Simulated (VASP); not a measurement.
Output of a VASP run:

File OSZICAR:
```
...
DAV:   1    -0.520128833253E+03   -0.10054E-02   -0.92339E-01   376   0.232E+00    0.157E-01
RMM:   2    -0.520130120633E+03   -0.12874E-02   -0.17376E-02   364   0.272E-01    0.753E-02
RMM:   3    -0.520130077273E+03    0.43359E-04   -0.16211E-03   365   0.929E-02    0.477E-02
RMM:   4    -0.520130041934E+03    0.35339E-04   -0.45945E-04   365   0.449E-02    0.155E-02
RMM:   5    -0.520130047429E+03   -0.54953E-05   -0.65162E-05   306   0.176E-02
   7 F= -.52013005E+03 E0= -.52013005E+03  d E =-.155181E-01
       N       E                     dE             d eps       ncg     rms          rms(c)
DAV:   1    -0.520133302686E+03   -0.32608E-02   -0.16671E+00   376   0.317E+00    0.204E-01
RMM:   2    -0.520135624703E+03   -0.23220E-02   -0.30475E-02   364   0.370E-01    0.101E-01
RMM:   3    -0.520135567412E+03    0.57291E-04   -0.28852E-03   365   0.125E-01    0.659E-02
RMM:   4    -0.520135492261E+03    0.75151E-04   -0.87138E-04   365   0.619E-02    0.201E-02
RMM:   5    -0.520135503286E+03   -0.11025E-04   -0.14435E-04   375   0.242E-02    0.146E-02
RMM:   6    -0.520135504876E+03   -0.15897E-05   -0.20904E-05   236   0.102E-02
   8 F= -.52013550E+03 E0= -.52013550E+03  d E =-.545745E-02
       N       E                     dE             d eps       ncg     rms          rms(c)
DAV:   1    -0.520135603995E+03   -0.10071E-03   -0.10765E-01   400   0.804E-01    0.517E-02
RMM:   2    -0.520135754424E+03   -0.15043E-03   -0.19712E-03   364   0.938E-02    0.257E-02
RMM:   3    -0.520135751064E+03    0.33603E-05   -0.18961E-04   364   0.319E-02    0.168E-02
RMM:   4    -0.520135746554E+03    0.45099E-05   -0.56478E-05   313   0.158E-02
   9 F= -.52013575E+03 E0= -.52013575E+03  d E =-.569912E-02
       N       E                     dE             d eps       ncg     rms          rms(c)
DAV:   1    -0.520137012712E+03   -0.12616E-02   -0.72083E-01   376   0.214E+00    0.136E-01
RMM:   2    -0.520137956592E+03   -0.94388E-03   -0.12896E-02   364   0.250E-01    0.696E-02
RMM:   3    -0.520137921984E+03    0.34608E-04   -0.12864E-03   365   0.848E-02    0.447E-02
RMM:   4    -0.520137888043E+03    0.33941E-04   -0.40873E-04   365   0.425E-02    0.136E-02
RMM:   5    -0.520137893548E+03   -0.55049E-05   -0.68136E-05   303   0.166E-02
  10 F= -.52013789E+03 E0= -.52013789E+03  d E =-.214699E-02
       N       E                     dE             d eps       ncg     rms          rms(c)
DAV:   1    -0.520137906492E+03   -0.18448E-04   -0.13084E-02   432   0.289E-01    0.188E-02
RMM:   2    -0.520137924818E+03   -0.18326E-04   -0.24188E-04   364   0.347E-02    0.101E-02
RMM:   3    -0.520137924470E+03    0.34801E-06   -0.25768E-05   240   0.121E-02    0.671E-03
RMM:   4    -0.520137923937E+03    0.53315E-06   -0.68454E-06   216   0.569E-03
  11 F= -.52013792E+03 E0= -.52013792E+03  d E =-.217738E-02
       N       E                     dE             d eps       ncg     rms          rms(c)
DAV:   1    -0.520138505597E+03   -0.58113E-03   -0.20880E-01   376   0.118E+00    0.733E-02
RMM:   2    -0.520138742570E+03   -0.23697E-03   -0.33760E-03   364   0.133E-01    0.376E-02
RMM:   3    -0.520138736033E+03    0.65366E-05   -0.37294E-04   365   0.465E-02    0.235E-02
RMM:   4    -0.520138728667E+03    0.73659E-05   -0.11379E-04   363   0.228E-02    0.774E-03
RMM:   5    -0.520138730099E+03   -0.14313E-05   -0.16801E-05   229   0.908E-03
  12 F= -.52013873E+03 E0= -.52013873E+03  d E =-.806162E-03
```

### OUTCAR
```
------------------------ aborting loop because EDIFF is reached ----------------------------------------
  FORCE on cell =-STRESS in cart. coord.  units (eV):
  Direction    XX          YY          ZZ          XY          YZ          ZX
  --------------------------------------------------------------------------------------
  Total       12.5001241     12.7761204      4.0182533     -0.0237287     -0.0014020     -0.0018746
  in kB       26.1969349     26.7753496      8.4211900     -0.0497290     -0.0029381     -0.0039286
  external PRESSURE =      20.4644915 kB  Pullay stress =       0.0000000 kB
  volume of cell :      764.49
      direct lattice vectors                 reciprocal lattice vectors
     4.693267657 -8.128978018  0.000000000     0.106535582 -0.061508347  0.000000000
     4.693267657  8.128978018  0.000000000     0.106535582  0.061508347  0.000000000
     0.000000000  0.000000000 10.019202615     0.000000000  0.000000000  0.099808342
  FREE ENERGIE OF THE ION-ELECTRON SYSTEM (eV)
  ---------------------------------------------------
  free  energy   TOTEN  =      -520.1387300985 eV

  energy  without entropy=     -520.1387300985  energy(sigma->0) =     -520.13873010

 reached required accuracy - stopping structural energy minimisation
```
(Selected blocks of OUTCAR.)

POSCAR:
```
Al36N35O
1
    4.6932676572    -8.1289780182     0.0000000000
    4.6932676572     8.1289780182     0.0000000000
    0.0000000000     0.0000000000    10.0192026154
Al N O
36 35 1
Direct
  0.2222220000   0.1111110000   0.2500000000
  0.1111110000   0.2222220000   0.0000000000
  0.2222220000   0.1111110000   0.7500000000
  0.1111110000   0.2222220000   0.5000000000
  0.2222220000   0.4444440000   0.2500000000
  0.1111110000   0.5555560000   0.0000000000
  0.2222220000   0.4444440000   0.7500000000
  0.1111110000   0.5555560000   0.5000000000
  0.2222220000   0.7777780000   0.2500000000
  0.1111110000   0.8888890000   0.0000000000
  0.2222220000   0.7777780000   0.7500000000
  0.1111110000   0.8888890000   0.5000000000
  0.5555560000   0.1111110000   0.2500000000
  0.4444440000   0.2222220000   0.0000000000
  0.5555560000   0.1111110000   0.7500000000
  0.4397360000   0.2203200000   0.5046710000
  0.5571840000   0.4460250000   0.2459610000
  0.4444440000   0.5555560000   0.0000000000
  0.5545470000   0.4373230000   0.7540680000
  0.4407960000   0.5484920000   0.4999970000
  0.5555560000   0.7777780000   0.2500000000
  0.4444440000   0.8888890000   0.0000000000
  0.5555560000   0.7777780000   0.7500000000
  0.4444440000   0.8888890000   0.5000000000
  0.8888890000   0.1111110000   0.2500000000
  0.7777780000   0.2222220000   0.0000000000
  0.8888890000   0.1111110000   0.7500000000
  0.7777780000   0.2222220000   0.5000000000
  0.8888890000   0.4444440000   0.2500000000
  0.7777780000   0.5555560000   0.0000000000
  0.8888890000   0.4444440000   0.7500000000
  0.7835620000   0.5578540000   0.5018050000
  0.8888890000   0.7777780000   0.2500000000
  0.7777780000   0.8888890000   0.0000000000
  0.8888890000   0.7777780000   0.7500000000
  0.7777780000   0.8888890000   0.5000000000
  0.2181450000   0.1084970000   0.4397360000
  0.1111110000   0.2222220000   0.1910000000
  0.2222220000   0.1111110000   0.9410000000
  0.1111110000   0.2222220000   0.6910000000
  0.2180910000   0.4423610000   0.4440060000
  0.1111110000   0.5555560000   0.1910000000
  0.2222220000   0.4444440000   0.9410000000
  0.1111110000   0.5555560000   0.6910000000
  0.2222220000   0.7777780000   0.4410000000
  0.1111110000   0.8888890000   0.1910000000
  0.2222220000   0.7777780000   0.9410000000
  0.1111110000   0.8888890000   0.6910000000
  0.5503230000   0.1083880000   0.4418630000
  0.4419780000   0.2201900000   0.1940990000
  0.5555560000   0.1111110000   0.9410000000
  0.4438190000   0.2175780000   0.6870580000
  0.4459620000   0.5541100000   0.1901380000
  0.5555560000   0.4444440000   0.9410000000
  0.4419650000   0.5537780000   0.6923320000
  0.5532580000   0.7743740000   0.4432600000
  0.4444440000   0.8888890000   0.1910000000
  0.5555560000   0.7777780000   0.9410000000
  0.4444440000   0.8888890000   0.6910000000
  0.8888890000   0.1111110000   0.4410000000
  0.7777780000   0.2222220000   0.1910000000
  0.8888890000   0.1111110000   0.9410000000
  0.7777780000   0.2222220000   0.6910000000
  0.8918290000   0.4506520000   0.4402910000
  0.7795740000   0.5530570000   0.1957860000
  0.8888890000   0.4444440000   0.9410000000
  0.7794750000   0.5604850000   0.6901360000
  0.8907480000   0.7819960000   0.4372180000
  0.7777780000   0.8888890000   0.1910000000
  0.8888890000   0.7777780000   0.9410000000
  0.7777780000   0.8888890000   0.6910000000
  0.5580910000   0.4449320000   0.4450700000
```

**Question.** Reconstruct the remaining input files.

**Answer.** This is not unique; one that fits is the input of the run itself, PBE GGA, plane waves, VASP's PBE PAW potentials (set 64).

### KPOINTS
```
Automatic
0
gamma
 1 1 1
0 0 0
```

INCAR:
```
SYSTEM = Al36N35O
PREC = Normal
ENCUT = 400
EDIFF = 1E-5
NELM = 100
ALGO = Fast
LREAL = Auto
LASPH = .TRUE.
ISMEAR = 0
SIGMA = 0.05
GGA = PE
LWAVE = .TRUE.
LCHARG = .FALSE.
NELMIN = 4
ISYM = 0
NELECT = 290.0
IBRION = 2
ISIF = 2
NSW = 60
EDIFFG = -0.03
```

POTCAR, in this order: Al N O (PBE.64 set). Program: vasp_gam.

At this cut-off the stress carries a Pulay error, which pulls relaxed volumes low. The cell is charged, with a uniform compensating background. The supercell is sampled at Γ alone, which is coarse: total energies, pressure and levels can be off, energies of defects by several tenths of an eV.

The cell is a supercell with a defect, built from AlN (wurtzite): O_N, charge -1. The run is not spin-polarised, so no state with unpaired spins was tried.
